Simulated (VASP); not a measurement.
Input:

```xyz
2
Lattice="3.1831 0.0000 0.0000 0.0000 3.1831 0.0000 0.0000 0.0000 3.1831" Properties=species:S:1:pos:R:3 pbc="T T T"
Zn     1.5915     1.5915     1.5915
Au     0.0000     0.0000     0.0000
```

All values below come from PBE GGA, VASP's PBE PAW potentials (set 64) (plane waves; VASP). Run with 480 eV cut-off, 10×10×10 Γ-centred mesh, first-order Methfessel-Paxton smearing of 0.10 eV, potentials Zn Au.

Energy and stress use the plane-wave basis of the starting cell.

Task: The ions, cell shape and volume at an external pressure of 20.0 GPa are relaxed. Predict the relaxed structure.

Result: 
```xyz
2
Lattice="3.0597 0.0000 0.0000 0.0000 3.0597 0.0000 0.0000 0.0000 3.0597" Properties=species:S:1:pos:R:3 pbc="T T T"
Zn     1.5298     1.5298     1.5298
Au     0.0000     0.0000     3.0597
```
Space group Pm-3m (221), at a tolerance of 0.03 Å.

Task: How do energy and volume change from the first to the last step?

Result: The energy (σ→0) changes by +101.2 meV/atom and the volume by -11.2 %, in 7 ionic steps.

The compound is AuZn in the CsCl type structure. This run relaxes it under an external pressure of 20 GPa. Symmetry was kept, so distortions that lower it aren't found. The electron count is odd and the run is not spin-polarised, which forces a metal.
